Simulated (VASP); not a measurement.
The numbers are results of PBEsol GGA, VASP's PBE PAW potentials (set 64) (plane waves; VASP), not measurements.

VASP input:

**POSCAR**
```
Si
1
    0.0000000000     2.7178176004     2.7042285124
    2.7178176004     0.0000000000     2.7042285124
    2.7178176004     2.7178176004     0.0000000000
Si
2
Direct
  0.0000000000   0.0000000000   0.0000000000
  0.2500000000   0.2500000000   0.2500000000
```

### KPOINTS
```
Automatic mesh
0
Gamma
8 8 8
0 0 0
```

### INCAR
```
! general
SYSTEM = Si
PREC   = Accurate
ENCUT  = 480   ! plane-wave cut-off (eV)
LREAL  = .False.   ! projection in real space or not
LASPH  = .True.   ! aspherical one-centre terms

! electronic loop
EDIFF  = 1E-7   ! SCF stop (eV)
NELM   = 100   ! most electronic steps
ALGO   = Normal   ! blocked Davidson

! smearing
ISMEAR = 0   ! Gaussian
SIGMA  = 0.05   ! width (eV)

! functional
GGA    = PS   ! PBEsol

! ions
ISIF   = 2

! output
LWAVE  = .False.
LCHARG = .False.
```

POTCAR, in this order: Si (PBE.64 set). Program: vasp_std.

The resulting files:

File OUTCAR:
```
 ion  position               nearest neighbor table
   1  0.000  0.000  0.000-   2 2.35   2 2.35   2 2.35   2 2.35
   2  0.250  0.250  0.250-   1 2.35   1 2.35   1 2.35   1 2.35
  LATTYP: Found a body centered tetragonal cell.
 ALAT       =     3.8435745105
 C/A-ratio  =     1.4071424946
 Subroutine PRICEL returns:
 Original cell was already a primitive cell.
 Subroutine GETGRP returns: Found 16 space group operations
The static configuration has the point symmetry D_2d.
 The point group associated with its full space group is D_4h.
The dynamic configuration has the point symmetry D_2d.
 Subroutine INISYM returns: Found 16 space group operations
 Subroutine IBZKPT returns following result:
 Found     59 irreducible k-points:

 Following reciprocal coordinates:
            Coordinates               Weight
  0.000000  0.000000  0.000000      1.000000
  0.125000 -0.000000  0.000000      8.000000
  0.250000 -0.000000  0.000000      8.000000
  0.375000 -0.000000  0.000000      8.000000
  0.500000 -0.000000  0.000000      4.000000
  0.125000  0.125000  0.000000      2.000000
  0.250000  0.125000  0.000000      8.000000
  0.375000  0.125000  0.000000      8.000000
  0.500000  0.125000  0.000000      8.000000
 -0.375000  0.125000  0.000000      8.000000
 -0.250000  0.125000  0.000000      8.000000
 -0.125000  0.125000  0.000000      4.000000
  0.250000  0.250000  0.000000      2.000000
  0.375000  0.250000  0.000000      8.000000
  0.500000  0.250000  0.000000      8.000000
 -0.375000  0.250000  0.000000      8.000000
 -0.250000  0.250000  0.000000      4.000000
  0.375000  0.375000  0.000000      2.000000
  0.500000  0.375000  0.000000      8.000000
 -0.375000  0.375000  0.000000      4.000000
  0.500000  0.500000  0.000000      1.000000
  0.125000  0.000000  0.125000      4.000000
  0.250000 -0.000000  0.125000     16.000000
  0.375000 -0.000000  0.125000     16.000000
  0.500000 -0.000000  0.125000     16.000000
 -0.375000  0.000000  0.125000     16.000000
 -0.250000  0.000000  0.125000     16.000000
 -0.125000  0.000000  0.125000      8.000000
  0.375000  0.250000  0.125000      8.000000
  0.500000  0.250000  0.125000     16.000000
 -0.375000  0.250000  0.125000     16.000000
 -0.250000  0.250000  0.125000     16.000000
 -0.125000  0.250000  0.125000      8.000000
  0.500000  0.375000  0.125000      8.000000
 -0.375000  0.375000  0.125000     16.000000
 -0.250000  0.375000  0.125000      8.000000
 -0.375000  0.500000  0.125000      4.000000
  0.250000  0.000000  0.250000      4.000000
  0.375000  0.000000  0.250000     16.000000
  0.500000 -0.000000  0.250000     16.000000
   k-points           NKPTS =     59   k-points in BZ     NKDIM =     59   number of bands    NBANDS=      8
   number of dos      NEDOS =    301   number of ions     NIONS =      2
   total plane-waves  NPLWV =  21952
   dimension x,y,z NGX =    28 NGY =   28 NGZ =   28
   dimension x,y,z NGXF=    56 NGYF=   56 NGZF=   56
   ions per type =               2
   PREC   = accura    normal or accurate (medium, high low for compatibility)
   ISTART =      0    job   : 0-new  1-cont  2-samecut
   ICHARG =      2    charge: 1-file 2-atom 10-const
   ISPIN  =      1    spin polarized calculation?
   LNONCOLLINEAR =      F non collinear calculations
   LSORBIT =      F    spin-orbit coupling
   INIWAV =      1    electr: 0-lowe 1-rand  2-diag
   ENCUT  =  480.0 eV  35.28 Ry    5.94 a.u.   6.85  6.85  6.87*2*pi/ulx,y,z
   NELM   =    100;   NELMIN=  2; NELMDL= -5     # of ELM steps
   EDIFF  = 0.1E-06   stopping-criterion for ELM
   LREAL  =      F    real-space projection
...
```

OSZICAR:
```
       N       E                     dE             d eps       ncg     rms          rms(c)
DAV:   1     0.609242188862E+01    0.60924E+01   -0.31871E+03   944   0.727E+02
DAV:   2    -0.114522669524E+02   -0.17545E+02   -0.16796E+02  1368   0.803E+01
DAV:   3    -0.117129508464E+02   -0.26068E+00   -0.25754E+00  1208   0.122E+01
DAV:   4    -0.117144187475E+02   -0.14679E-02   -0.14679E-02  1520   0.969E-01
DAV:   5    -0.117144212453E+02   -0.24978E-05   -0.24979E-05  1176   0.236E-02    0.499E+00
DAV:   6    -0.115588593625E+02    0.15556E+00   -0.98907E-02  1128   0.160E+00    0.299E+00
DAV:   7    -0.114882328937E+02    0.70626E-01   -0.17281E-01  1136   0.220E+00    0.192E-01
DAV:   8    -0.114886837004E+02   -0.45081E-03   -0.44200E-03  1056   0.509E-01    0.714E-02
DAV:   9    -0.114887380676E+02   -0.54367E-04   -0.84544E-05  1472   0.769E-02    0.519E-02
DAV:  10    -0.114887485625E+02   -0.10495E-04   -0.11321E-05  1104   0.245E-02    0.103E-02
DAV:  11    -0.114887482860E+02    0.27652E-06   -0.22694E-07  1504   0.334E-03    0.172E-03
DAV:  12    -0.114887482977E+02   -0.11702E-07   -0.12188E-07  1056   0.281E-03
   1 F= -.11488748E+02 E0= -.11488748E+02  d E =-.126482E-11
```

### OUTCAR
```
------------------------ aborting loop because EDIFF is reached ----------------------------------------
  FORCE on cell =-STRESS in cart. coord.  units (eV):
  Direction    XX          YY          ZZ          XY          YZ          ZX
  --------------------------------------------------------------------------------------
  Total        0.0821595      0.0821595      0.1987195      0.0000000      0.0000000      0.0000000
  in kB        3.2949928      3.2949928      7.9696089      0.0000000      0.0000000      0.0000000
  external PRESSURE =       4.8531982 kB  Pullay stress =       0.0000000 kB
  volume of cell :       39.95
      direct lattice vectors                 reciprocal lattice vectors
     0.000000000  2.717817600  2.704228512    -0.183971139  0.183971139  0.184895617
     2.717817600  0.000000000  2.704228512     0.183971139 -0.183971139  0.184895617
     2.717817600  2.717817600  0.000000000     0.183971139  0.183971139 -0.184895617
 POSITION                                       TOTAL-FORCE (eV/Angst)
 -----------------------------------------------------------------------------------
      0.00000      0.00000      0.00000        -0.000000      0.000000      0.000000
      1.35891      1.35891      1.35211         0.000000     -0.000000     -0.000000
 -----------------------------------------------------------------------------------
    total drift:                                0.000000      0.000000     -0.000000
  FREE ENERGIE OF THE ION-ELECTRON SYSTEM (eV)
  ---------------------------------------------------
  free  energy   TOTEN  =       -11.4887482977 eV

  energy  without entropy=      -11.4887482977  energy(sigma->0) =      -11.48874830
```
(Selected blocks of OUTCAR.)

**OUTCAR**
```
 val. band max:        5.8383524613   @ k =   0.0000   0.0000   0.0000

 cond. band min:       6.2837082863   @ k =   0.3750   0.3750   0.0000


 Fermi energy:         6.0697860979

 k-point     1 :       0.0000    0.0000    0.0000
  band No.  band energies     occupation
      1      -6.1916      2.00000
      2       5.8033      2.00000
      3       5.8033      2.00000
      4       5.8384      2.00000
      5       8.3207      0.00000
      6       8.3384      0.00000
      7       8.3384      0.00000
      8       9.1650      0.00000

 k-point     2 :       0.1250   -0.0000    0.0000
  band No.  band energies     occupation
      1      -5.9863      2.00000
      2       4.2011      2.00000
      3       5.5078      2.00000
      4       5.5357      2.00000
      5       8.2662      0.00000
      6       8.7576      0.00000
      7       8.7660      0.00000
      8      10.5046      0.00000

 k-point     3 :       0.2500   -0.0000    0.0000
  band No.  band energies     occupation
      1      -5.3868      2.00000
      2       1.8582      2.00000
      3       5.0295      2.00000
      4       5.0664      2.00000
      5       7.7831      0.00000
      6       9.2669      0.00000
      7       9.2820      0.00000
      8      12.6804      0.00000

 k-point     4 :       0.3750   -0.0000    0.0000
  band No.  band energies     occupation
      1      -4.4846      2.00000
      2      -0.1762      2.00000
      3       4.6985      2.00000
      4       4.7432      2.00000
      5       7.4159      0.00000
      6       9.1852      0.00000
      7       9.2219      0.00000
      8      13.5064      0.00000

 k-point     5 :       0.5000   -0.0000    0.0000
  band No.  band energies     occupation
      1      -3.8358      2.00000
      2      -1.2115      2.00000
      3       4.5854      2.00000
      4       4.6332      2.00000
      5       7.2873      0.00000
      6       9.0662      0.00000
      7       9.1069      0.00000
...
```

The compound is Si in the diamond structure. This cell was strained or had an atom moved on purpose.
